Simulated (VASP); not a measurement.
Runs of VASP 6.6.1 on Bi. Symmetry: R-3m, No. 166, trigonal system. The conventional cell has a = 4.535 Å, b = 4.535 Å, c = 11.814 Å, α = 90.00°, β = 90.00°, γ = 120.00°. Bi (site symmetry 3m) has 6 Bi at 3.06 to 3.52 Å as nearest neighbours. 

```tsv
task	level	cell	k mesh	cutoff (eV)	gap on the mesh (eV)	pressure (GPa)	relaxed volume (Å³/atom)
single point	PBEsol	as given	12 × 12 × 12	520	none	(b)	-
relaxation of cell and atoms	PBEsol	relaxed	6 × 6 × 6	600	none	0.0	(a)
relaxation of cell and atoms	PBEsol	relaxed	12 × 12 × 12	300	none	0.0	33.92
relaxation of cell and atoms	PBEsol	relaxed	12 × 12 × 12	480	none	0.0	34.36
relaxation of cell and atoms	PBE	relaxed	12 × 12 × 12	600	none	0.0	36.82
```

Alike in all rows: potentials or basis VASP PAW PBE potentials, release 64 (Bi_d); no spin polarisation; smearing gaussian 0.1 eV.

Question: Fill in the values left out.

Answer: (a) 34.71; (b) -0.3.

Caveats: spin-orbit coupling is left out, which moves the levels of the heavy elements; the PAW data sets were made with another functional, which shifts forces and pressure a little (some runs); the cutoff is under 1.25 times the usual one of these potentials, so pressure, stress and relaxed cells hold a basis-set (Pulay) error (some runs).

A k mesh can miss the band edges, and the runs leave out spin-orbit coupling on Bi.

A gap of «none» marks a metal or a gap under the smearing width.

Not every run made on this cell is shown here.
